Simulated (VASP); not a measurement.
Here is the system:

```yaml
crystal:
  lattice:
    - [0.00000, 1.79520, 1.79520]
    - [1.79520, 0.00000, 1.79520]
    - [1.79520, 1.79520, 0.00000]
  atoms:
    - { symbol: Ni, position: [0.00000, 0.00000, 0.00000], spin: 0.8 }
```

These are PBE GGA, VASP's PBE PAW potentials (set 64) (plane waves; VASP) values and carry that method's errors. Settings: 400 eV cut-off, KSPACING 0.8 per Å, first-order Methfessel-Paxton smearing of 0.10 eV, potentials Ni.

Problem. Give the stress tensor in GPa (positive for a compressed cell).

Solution. 
```
-14.87    0.00    0.00
  0.00  -14.87    0.00
  0.00    0.00  -14.87
```
The pressure is its mean diagonal, -14.87 GPa.

The compound is Ni in the fcc structure. The cell was not relaxed at this level. The run is one of a series of settings (KGAMMA = .TRUE., KSPACING = 0.8, KPOINTS file removed against the base run), some of them coarse on purpose.
